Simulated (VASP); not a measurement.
A cell of Ho (hcp) near equilibrium:

```
CELL_PARAMETERS angstrom
      1.77392    -3.07251     0.00000
      1.77392     3.07251     0.00000
      0.00000     0.00000     5.44733
ATOMIC_POSITIONS crystal
  Ho 0.33333 0.66667 0.25000
  Ho 0.66667 0.33333 0.75000
```

Calculation: PBEsol GGA, VASP's PBE PAW potentials (set 64) (plane waves; VASP 6.6.1).

The 4f electrons are frozen in the core of the lanthanide potential, so 4f levels, which can set the real gap, and their magnetism are missing.

| run | ΔE (meV/atom) | σxx | σyy | σzz | largest shear component, with its sign (GPa) | largest force (eV/Å) |
|---|---|---|---|---|---|---|
| as it is | 0.0 | -0.10 | -0.10 | 0.10 | 0.00 | 0.000 |
| after one change | 0.5 | -0.33 | -0.66 | -0.45 | 0.00 | 0.007 |
Stress is in GPa, positive when the cell is compressed.

Task: Which change was made?
A. biaxial strain of +0.5 % in the yz plane
B. atom 2 (Ho) moved by 0.150 Å along z
C. biaxial strain of -1.5 % in the xy plane
D. isotropic strain of -1.0 %

Result: A, biaxial strain of +0.5 % in the yz plane

The compound is Ho in the hcp structure.
